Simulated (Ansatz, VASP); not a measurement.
**Cross-check of GaC between VASP and Ansatz**

Aim: how closely do two programs agree when they are given the same cell, functional and k mesh? The cell is generated by rule, not measured, and may not be a known phase. The cell is taken from a series of runs on this material, whose earlier steps may have relaxed, scaled, displaced or heated it; both programs get it as it stands.

Method: plane waves, with VASP 6.6.1 beside it; single point at PBEsol, in Ansatz 0.2.0.

The structure was built from a prototype and need not be the compound's stable phase.

**1. Set-up**

Symmetry: P4/nmm, No. 129, tetragonal system. The conventional cell has a = 3.925 Å, b = 3.925 Å, c = 2.775 Å, α = 90.00°, β = 90.00°, γ = 90.00°. Ga has 8 C at 2.38 to 2.43 Å nearest. Nearest to C lie 8 Ga at 2.38 to 2.43 Å. Farther neighbours are not listed.

**2. Ansatz: single point, PBEsol, pair 1**

Ansatz runs on norm-conserving files, of PseudoDojo where its log says so.

With cell and atoms fixed, the geometry can't cause a difference; cores, projectors, grids and the points listed under the comparison can.

Input file input.yaml:

```yaml
crystal:
  lattice:
    - [-2.7754559291, 0.0, 0.0]
    - [0.0, -2.7754559291, -2.7754559291]
    - [0.0, -2.7754559291, 2.7754559291]
  atoms:
    - { symbol: Ga, position: [1.0, 0.5, 0.5] }
    - { symbol: Ga, position: [1.0, 0.0, 0.0] }
    - { symbol: C, position: [0.5144120465, 0.0, 0.5] }
    - { symbol: C, position: [0.4855879535, 0.5, 0.0] }
kpoints:
  mp_grid: { grid: [14, 10, 10] }
hamiltonian:
  xc: pbesol
  pseudopotentials: { kind: nc }
scf:
  occupations: { method: methfessel_paxton, width: 0.15 }
output:
  forces: true
  stress: true
  eigenvalues: true
```

Run with:

```
ansatz run input.yaml --threads 4 --pin off --max-ram 7168MiB --backend cpu --events-out ev --progress --plain --runs-dir out
```

Numbers of over 12 decimals in the logs are rounded to 6 here.

Output:

```text
Engine: ansatz 0.2.0, aarch64-unknown-linux-gnu
Pseudopotentials: kind: nc
Pseudopotential: Ga, nc, valence charge 13, recommended cutoff 1088.45545 eV (normal), Ga.nc.azcp (PseudoDojo's, or run here from an input of PseudoDojo's: the run reads no file of this project's for it)
Pseudopotential: C, nc, valence charge 4, recommended cutoff 1115.666836 eV (normal), C.nc.azcp (PseudoDojo's, or run here from an input of PseudoDojo's: the run reads no file of this project's for it)
Functional definition: PBEsol
  exchange = pbesol_x
  correlation = pbesol_c
Crystal: 4 atoms, lattice volume = 42.760 Å³
Basis set: ecut = 1115.666836 eV, 3611 PW (Γ), exchange–correlation on 64×90×90 points (8 copies of the dense FFT grid, shifted against one another)
Bands: 21, of which v1, the nominal top of the filled ones, is band 17 counted from 1 (16 counted from 0)
Symmetry: 16 space group operations
Space group: P4/nmm (ITA 129), of the structure as read, at distance tolerance 3.5e-5 Å
k-points: 168 of 1400
Non-local potential: Ga, projectors of the file, l = 0: 2, l = 1: 2, l = 2: 2
Non-local potential: C, projectors of the file, l = 0: 2, l = 1: 2
Initial density: superposition of atomic densities (chi_scale 0.1, normalization cell, long waves kept (reshape's long-wave potential 0.00 eV rms))
Initial wavefunctions: pseudopotential atomic-orbital guess
Functional: x = pbesol(κ = 0.804, μ = 0.123457), c = pbesol(β = 0.046)
SCF iter   1: F=—  HF=-4474.833478 eV  |F-HF|=—  |Δ(HF+E_count)|=         —  Δρ=3.78e-2  dr2=8.91e-1  ethr=3.10e-3  ⟨swp⟩=5.0  Hψ=14739  notcnv=0
preconditioner: auto → Kerker (q_TF=auto, 2.626 Å⁻¹)  [metal: Δε(μ)=0.024 eV  Ē_g=13.726 eV  σ=0.150 eV  W_gap=0.14  n_scr=10 (ndim 8)  ℏωp=33.1 eV  f_vac=0.000  D(μ)=1.84/eV (n_scr^D=18)]
SCF iter   2: F=—  HF=-4474.639105 eV  |F-HF|=—  |Δ(HF+E_count)|=   1.94e-1  S|Δr|=    0.00e0  Δρ=1.85e-2  dr2=1.75e-1  ethr=2.62e-3  ⟨swp⟩=2.0  Hψ=5361  notcnv=0  defer=25
SCF iter   3: F=—  HF=-4474.595025 eV  |F-HF|=—  |Δ(HF+E_count)|=   4.41e-2  S|Δr|=    0.00e0  Δρ=5.54e-3  dr2=9.36e-3  ethr=5.14e-4  ⟨swp⟩=2.0  Hψ=4237  notcnv=0  defer=25
SCF iter   4: F=—  HF=-4474.592601 eV  |F-HF|=—  |Δ(HF+E_count)|=   2.42e-3  S|Δr|=    0.00e0  Δρ=4.52e-4  dr2=5.21e-5  ethr=2.75e-5  ⟨swp⟩=2.6  Hψ=6414  notcnv=0  defer=25
SCF iter   5: F=—  HF=-4474.592601 eV  |F-HF|=—  |Δ(HF+E_count)|=   6.15e-7  S|Δr|=    0.00e0  Δρ=1.07e-4  dr2=1.97e-6  ethr=1.53e-7  ⟨swp⟩=2.2  Hψ=4969  notcnv=0  defer=25
SCF iter   6: F=-4474.592602 eV  HF=-4474.592602 eV  |F-HF|=6.42e-9  |Δ(HF+E_count)|=   4.74e-7  S|Δr|=    0.00e0  Δρ=1.83e-5  dr2=4.09e-8  ethr=2.94e-10  ⟨swp⟩=7.5  Hψ=19863  notcnv=0
SCF 1 converged in 6 iterations: F = -4474.592602 eV  dr2 = 4.09e-8
SCF converged after 6 iterations
Stability not checked: this state was not tested for a lower state beside it, because cold or Methfessel-Paxton smearing, or corrected tetrahedra, fill the levels in a way that the test cannot read (fill_not_monotonic; see scf.lower_state_search)
Free energy (F): -4474.592602 eV
Harris-Foulkes:  -4474.592602 eV  (|F-HF|=6.42e-9)
Internal energy: -4474.593662 eV  (E = F + TS)
E sigma→0 (E₀):  -4474.592867 eV
Entropy (-TS):   0.001060 eV (0.265 meV/atom)
Fermi energy:    13.397711 eV
--- Per-component energies (eV) ---
  E_band       = 72.977971
  E_kinetic    = 3621.415431
  E_local      = -2623.697700  (includes V_loc(G=0)·N_el)
  E_nonlocal   = -2083.533741
  E_hartree    = 1005.881809
  E_xc         = -1238.879338
  E_vxc        = -852.965149  (∫ρ·V_xc dr)
  E_ewald      = -3155.780123
  E_smearing   = 0.001060  (= −TS)
  E_closure    = -0.000000  (closes the sum)
  Σ components = -4474.592602   (vs F -4474.592602, Δ=0.00e0)
--- Forces (eV/Å), atoms counted from 1 ---
  atom   1  Ga     0.00000000     0.00000000    -0.00000000
  atom   2  Ga     0.00000000     0.00000000     0.00000000
  atom   3  C     -0.37527589     0.00000000     0.00000000
  atom   4  C      0.37527589     0.00000000     0.00000000
  max |Σ_I F_I| component: 8.67e-19 eV/Å
--- Stress (GPa, compression-positive) ---
        0.463867       0.000000       0.000000
        0.000000      -0.128647       0.000000
        0.000000       0.000000      -0.128647
  P = ⅓ Tr σ = 0.0689 GPa (0.689 kbar)
--- Band table (eV; the first three rows and the last of 168) ---
  k-point 0: bands = [... 13 lower, 7.3510, 10.2344, 13.0786, 13.0786, 13.1000, 14.6917, 15.5412, 22.2059]
  k-point 1: bands = [... 13 lower, 7.4501, 10.8888, 12.4712, 12.8351, 13.1709, 15.2399, 15.5612, 22.3573]
  k-point 2: bands = [... 13 lower, 7.7427, 11.4718, 12.2009, 12.3852, 13.3771, 15.3611, 16.3042, 21.8850]
  k-point 167: bands = [... 13 lower, 7.3555, 7.3646, 7.3646, 10.2155, 10.2155, 15.5647, 15.5647, 22.6757]
```

Reading the cycles: dr2 is the Hartree energy of the density residual (eV), the measure of convergence; HF is the Harris–Foulkes estimate of the energy, which meets the free energy F at convergence.

The run ends at a pressure of 0.07 GPa, with forces up to 0.38 eV/Å.

**3. VASP: single point, PBEsol, pair 1**

The same cell, functional, mesh and smearing now go to VASP, with its own data sets.

Lines of VASP's logs that name or quote its potential files are left out, and so is its time.

Input file INCAR:

```
SYSTEM = GaC
PREC = Accurate
ENCUT = 600
EDIFF = 1E-06
NELM = 120
ISMEAR = 1
SIGMA = 0.15
LREAL = .FALSE.
ALGO = Normal
GGA = PS
NBANDS = 23
LORBIT = 11
LWAVE = .FALSE.
LCHARG = .FALSE.
ISIF = 2
LASPH = .TRUE.
GGA_COMPAT = .FALSE.
KPAR = 2
```

Input file POSCAR:

```
GaC
1.0
   -2.7754559291      0.0000000000      0.0000000000
    0.0000000000     -2.7754559291     -2.7754559291
    0.0000000000     -2.7754559291      2.7754559291
Ga C
2 2
Direct
    0.0000000000      0.5000000000      0.5000000000
    0.0000000000      0.0000000000      0.0000000000
    0.5144120465      0.0000000000      0.5000000000
    0.4855879535      0.5000000000      0.0000000000
```

Input file KPOINTS:

```
Automatic mesh
0
Gamma
14 10 10
0 0 0
```

PAW data sets: Ga_d and C (PBE family, release 64).

Run with:

```
mpirun -np 2 vasp_std
```

Output:

```text
[banner, memory and clock lines left out]
running    2 mpi-ranks, on    1 nodes
 distrk:  each k-point on    1 cores,    2 groups
 distr:  one band on    1 cores,    1 groups

 POSCAR found type information on POSCAR GaC
 POSCAR found :  2 types and       4 ions
|                                                                             |
|               ----> ADVICE to this user running VASP <----                  |
|                                                                             |
|     You enforced a specific xc type in the INCAR file but a different       |
|     [... a line on the potential file left out ...]
|     I HOPE YOU KNOW WHAT YOU ARE DOING!                                     |
|                                                                             |

 LDA part: xc-table for (Slater+PW92), standard interpolation
 POSCAR, INCAR and KPOINTS ok, starting setup
 FFT: planning ... GRIDC
 FFT: planning ... GRID_SOFT
 FFT: planning ... GRID
 WAVECAR not read
 entering main loop
       N       E                     dE             d eps       ncg     rms          rms(c)
DAV:   1     0.208024682106E+03    0.20802E+03   -0.18256E+04  8724   0.294E+03
DAV:   2     0.277202878699E+01   -0.20525E+03   -0.19738E+03  8242   0.481E+02
DAV:   3    -0.187916999499E+02   -0.21564E+02   -0.20968E+02  9163   0.120E+02
DAV:   4    -0.195443911374E+02   -0.75269E+00   -0.74407E+00  9569   0.223E+01
DAV:   5    -0.195596831828E+02   -0.15292E-01   -0.15280E-01  9392   0.289E+00    0.474E+00
DAV:   6    -0.185430210554E+02    0.10167E+01   -0.30080E+00 11412   0.329E+01    0.140E+00
DAV:   7    -0.185306497423E+02    0.12371E-01   -0.26622E-01  8417   0.383E+00    0.964E-01
DAV:   8    -0.185122313397E+02    0.18418E-01   -0.46883E-02 10034   0.170E+00    0.352E-01
DAV:   9    -0.185095641757E+02    0.26672E-02   -0.80081E-03 10693   0.116E+00    0.597E-02
DAV:  10    -0.185096172776E+02   -0.53102E-04   -0.62731E-04  9289   0.165E-01    0.326E-02
DAV:  11    -0.185096038217E+02    0.13456E-04   -0.25111E-05  9836   0.407E-02    0.920E-03
DAV:  12    -0.185096028142E+02    0.10075E-05   -0.48608E-06  8038   0.127E-02    0.172E-03
DAV:  13    -0.185096028868E+02   -0.72600E-07   -0.14469E-07  5565   0.545E-03
   1 F= -.18509603E+02 E0= -.18509955E+02  d E =0.105728E-02
```

From OUTCAR (step 3):

```text
ion  position               nearest neighbor table
   1  0.000  0.500  0.500-   3 2.38   4 2.38   4 2.38   3 2.38   3 2.43   3 2.43   4 2.43   4 2.43
                             2 2.78   2 2.78   2 2.78   2 2.78
   2  0.000  0.000  0.000-   3 2.38   4 2.38   3 2.38   4 2.38   3 2.43   3 2.43   4 2.43   4 2.43
                             1 2.78   1 2.78   1 2.78   1 2.78
   3  0.514  0.000  0.500-   1 2.38   2 2.38   2 2.38   1 2.38   1 2.43   2 2.43   2 2.43   1 2.43

  LATTYP: Found a simple tetragonal cell.
 ALAT       =     3.9250874167
 C/A-ratio  =     0.7071067812

 Subroutine GETGRP returns: Found 16 space group operations
 (whereof  8 operations were pure point group operations)

The static configuration has the point symmetry D_2d.
 The point group associated with its full space group is D_4h.

 Found    168 irreducible k-points:

   k-points           NKPTS =    168   k-points in BZ     NKDIM =    168   number of bands    NBANDS=     23

   dimension x,y,z NGX =    24 NGY =   32 NGZ =   32
   dimension x,y,z NGXF=    48 NGYF=   64 NGZF=   64

   ENCUT  =  600.0 eV  44.10 Ry    6.64 a.u.   5.54  7.84  7.84*2*pi/ulx,y,z

   NELECT =      34.0000    total number of electrons

 k-points in reciprocal lattice and weights: Automatic mesh
   0.00000000  0.00000000  0.00000000       0.001
   0.07142857  0.00000000  0.00000000       0.001
   0.14285714  0.00000000  0.00000000       0.001
   0.21428571  0.00000000  0.00000000       0.001
   0.28571429  0.00000000  0.00000000       0.001
   0.35714286  0.00000000  0.00000000       0.001
   0.42857143  0.00000000  0.00000000       0.001
   0.50000000  0.00000000  0.00000000       0.001
   0.00000000  0.10000000  0.00000000       0.003
[...]
0.42857143  0.50000000  0.50000000       0.001
   0.50000000  0.50000000  0.50000000       0.001

 average (electrostatic) potential at core
       1 -62.5018       2 -62.5018       3 -47.9291       4 -47.9291

 E-fermi :   7.7462

 k-point     1 :       0.0000    0.0000    0.0000
  band No.  band energies     occupation
    ...
     14       1.6993      2.00000
     15       4.5815      2.00000
     16       7.4265      2.01020
     17       7.4265      2.01020
     18       7.4478      2.01653
     19       9.0489     -0.00000
     20       9.8897     -0.00000
     21      16.5686      0.00000
     22      16.5993      0.00000
     23      17.0530      0.00000

 k-point     2 :       0.0714    0.0000    0.0000
  band No.  band energies     occupation
    ...
     14       1.8086      2.00000
     15       4.6679      2.00000
     16       6.5781      2.00000
     17       7.4989      2.04163
     18       7.4989      2.04163
     19       9.5380     -0.00000
     20       9.6804     -0.00000
     21      16.4984      0.00000
     22      16.4985      0.00000
     23      16.6535      0.00000

 k-point     3 :       0.1429    0.0000    0.0000
  band No.  band energies     occupation
    ...
     14       2.1310      2.00000
     15       4.9294      2.00000
     16       5.0415      2.00000
     17       7.7090      1.40652
     18       7.7090      1.40652
     19       8.9248     -0.00000
     20      10.3022     -0.00000
     21      15.1797      0.00000
     22      15.1797      0.00000
     23      16.9088      0.00000

  Total        0.0598309     -0.0988648     -0.0988648      0.0000000      0.0000000     -0.0000000
  in kB        2.2418307     -3.7044112     -3.7044112      0.0000000      0.0000000     -0.0000000
  external PRESSURE =      -1.7223306 kB  Pullay stress =       0.0000000 kB

  energy-cutoff  :      600.00
  volume of cell :       42.76
      direct lattice vectors                 reciprocal lattice vectors
    -2.775455929  0.000000000  0.000000000    -0.360301163  0.000000000  0.000000000
     0.000000000 -2.775455929 -2.775455929     0.000000000 -0.180150582 -0.180150582
     0.000000000 -2.775455929  2.775455929     0.000000000 -0.180150582  0.180150582

 POSITION                                       TOTAL-FORCE (eV/Angst)
 -----------------------------------------------------------------------------------
      0.00000     -2.77546      0.00000         0.000000     -0.000000     -0.000000
      0.00000      0.00000      0.00000         0.000000     -0.000000     -0.000000
     -1.42773     -1.38773      1.38773        -0.377514      0.000000      0.000000
     -1.34773     -1.38773     -1.38773         0.377514     -0.000000     -0.000000
 -----------------------------------------------------------------------------------
    total drift:                               -0.000000     -0.000000      0.000000

  FREE ENERGIE OF THE ION-ELECTRON SYSTEM (eV)
  ---------------------------------------------------
  free  energy   TOTEN  =       -18.5096028868 eV

  energy  without entropy=      -18.5106601708  energy(sigma->0) =      -18.50995531

 total charge
# of ion       s       p       d       tot
------------------------------------------
    1        0.869   0.656  10.078  11.603
    2        0.869   0.656  10.078  11.603
    3        0.978   1.191   0.000   2.169
    4        0.978   1.191   0.000   2.169
--------------------------------------------------
tot          3.692   3.694  20.156  27.543

[... 3 further parts left out ...]
```

The run ends at a pressure of -0.17 GPa, with forces up to 0.38 eV/Å.

**4. Comparison**

Known differences besides the potentials themselves: the cutoff is 1115.67 eV in Ansatz and 600 eV in VASP. Total energies have different zeros and are not compared.

The two programs side by side:

```tsv
quantity	Ansatz	VASP	difference
pressure (GPa)	0.07	-0.17	+0.24
```

Forces (eV/Å; atoms numbered as in POSCAR):

```tsv
atom	Ansatz x, y, z	VASP x, y, z
Ga1	0.000, 0.000, 0.000	0.000, 0.000, 0.000
Ga2	0.000, 0.000, 0.000	0.000, 0.000, 0.000
C3	-0.375, 0.000, 0.000	-0.378, 0.000, 0.000
C4	0.375, 0.000, 0.000	0.378, 0.000, 0.000
```

The forces differ by 0.9 meV/Å r.m.s., which is 0.6 % of the r.m.s. force of 0.154 eV/Å (both taken over all components).

**5. Ansatz: single point, PBEsol, pair 2**

A single point gives forces, pressure and levels at one fixed geometry, so differences don't come from the geometry; what else differs is listed under the comparison.

The cell is taken from a series of runs on this material, whose earlier steps may have relaxed, scaled, displaced or heated it; both programs get it as it stands.

input.yaml, the sections that differ from step 2:

```yaml
crystal:
  lattice:
    - [-2.7754559291, 0.0, 0.0]
    - [0.0, -2.7754559291, -2.7754559291]
    - [0.0, -2.7754559291, 2.7754559291]
  atoms:
    - { symbol: Ga, position: [1.0, 0.5, 0.5] }
    - { symbol: Ga, position: [1.0, 0.0, 0.0] }
    - { symbol: C, position: [0.5288240931, 0.0, 0.5] }
    - { symbol: C, position: [0.4711759069, 0.5, 0.0] }
# kpoints, hamiltonian, scf, output: as in step 2
```

Run with:

```
ansatz run input.yaml --threads 4 --pin off --max-ram 7168MiB --backend cpu --events-out ev --progress --plain --runs-dir out
```

Output:

```text
[...]
Crystal: 4 atoms, lattice volume = 42.760 Å³
Basis set: ecut = 1115.666836 eV, 3611 PW (Γ), exchange–correlation on 64×90×90 points (8 copies of the dense FFT grid, shifted against one another)
Bands: 21, of which v1, the nominal top of the filled ones, is band 17 counted from 1 (16 counted from 0)
Symmetry: 16 space group operations
[...]
k-points: 168 of 1400
[...]
--- Band table (eV; the first three rows and the last of 168) ---
  k-point 0: bands = [... 13 lower, 7.3492, 10.2320, 13.0673, 13.0673, 13.1461, 14.6640, 15.5478, 22.2076]
  k-point 1: bands = [... 13 lower, 7.4483, 10.8866, 12.4640, 12.8249, 13.2162, 15.1253, 15.6575, 22.4180]
  k-point 2: bands = [... 13 lower, 7.7408, 11.4662, 12.1930, 12.3805, 13.4211, 15.2682, 16.3956, 21.9105]
  k-point 167: bands = [... 13 lower, 7.3721, 7.3938, 7.3938, 10.1523, 10.1523, 15.6502, 15.6502, 22.6347]
[key lines of the parts left out:]
SCF converged after 7 iterations
Free energy (F): -4474.637433 eV
Fermi energy:    13.339435 eV
P = ⅓ Tr σ = 0.0144 GPa (0.144 kbar)
```

The run ends at a pressure of 0.01 GPa, with forces up to 0.73 eV/Å.

**6. VASP: single point, PBEsol, pair 2**

The same cell, functional, mesh and smearing now go to VASP, with its own data sets.

INCAR is that of step 3.

Edit POSCAR of step 3 so:

```diff
@@ -10,3 +10,3 @@
     0.0000000000      0.0000000000      0.0000000000
-    0.5144120465      0.0000000000      0.5000000000
-    0.4855879535      0.5000000000      0.0000000000
+    0.5288240931      0.0000000000      0.5000000000
+    0.4711759069      0.5000000000      0.0000000000
```

KPOINTS is that of step 3.

Run with:

```
mpirun -np 2 vasp_std
```

Output:

```text
[banner, memory and clock lines left out]
running    2 mpi-ranks, on    1 nodes
[...]
[... a notice as in an earlier step ...]

 LDA part: xc-table for (Slater+PW92), standard interpolation
 POSCAR, INCAR and KPOINTS ok, starting setup
[...]
entering main loop
       N       E                     dE             d eps       ncg     rms          rms(c)
DAV:   1     0.208137717117E+03    0.20814E+03   -0.18257E+04  8717   0.294E+03
DAV:   2     0.273625760331E+01   -0.20540E+03   -0.19752E+03  8264   0.481E+02
DAV:   3    -0.188390650974E+02   -0.21575E+02   -0.20987E+02  9128   0.120E+02
DAV:   4    -0.195935012522E+02   -0.75444E+00   -0.74470E+00  9586   0.223E+01
[...]
DAV:  10    -0.185546997096E+02   -0.47548E-04   -0.59594E-04  9313   0.161E-01    0.261E-02
DAV:  11    -0.185546871164E+02    0.12593E-04   -0.32487E-05 10218   0.540E-02    0.826E-03
DAV:  12    -0.185546862868E+02    0.82957E-06   -0.64489E-06  8235   0.167E-02
   1 F= -.18554686E+02 E0= -.18555211E+02  d E =0.157490E-02
```

OUTCAR, selected parts (step 6):

```text
  Total       -0.0105941     -0.0561505     -0.0561505      0.0000000      0.0000000      0.0000000
  in kB       -0.3969561     -2.1039283     -2.1039283      0.0000000      0.0000000      0.0000000
  external PRESSURE =      -1.5349376 kB  Pullay stress =       0.0000000 kB

 POSITION                                       TOTAL-FORCE (eV/Angst)
 -----------------------------------------------------------------------------------
      0.00000     -2.77546      0.00000         0.000000      0.000000      0.000000
      0.00000      0.00000      0.00000         0.000000      0.000000      0.000000
     -1.46773     -1.38773      1.38773        -0.736750      0.000000      0.000000
     -1.30773     -1.38773     -1.38773         0.736750     -0.000000     -0.000000
 -----------------------------------------------------------------------------------
    total drift:                               -0.000000     -0.000000     -0.000000

  FREE ENERGIE OF THE ION-ELECTRON SYSTEM (eV)
  ---------------------------------------------------
  free  energy   TOTEN  =       -18.5546862868 eV

  energy  without entropy=      -18.5562611871  energy(sigma->0) =      -18.55521125

[... 2 parts as in an earlier step ...]

[... 1 further part left out ...]
[key lines of the parts left out:]
E-fermi :   7.6882
```

The run ends at a pressure of -0.15 GPa, with forces up to 0.74 eV/Å.

(Continued in part 2 of 2.)

[Lines on the potential files, build, host, timing and source positions are cut from VASP's logs without a mark.]

[Logs are printed without paths, hosts, clocks, repeated set-up lines and the standing remarks that a program may print on its own settings, such as how far it seeks lower states.]

[Hosts, paths, dates, database ids (printed as entryN), source tags and the programs' standing remarks are cut or masked in the printed files.]
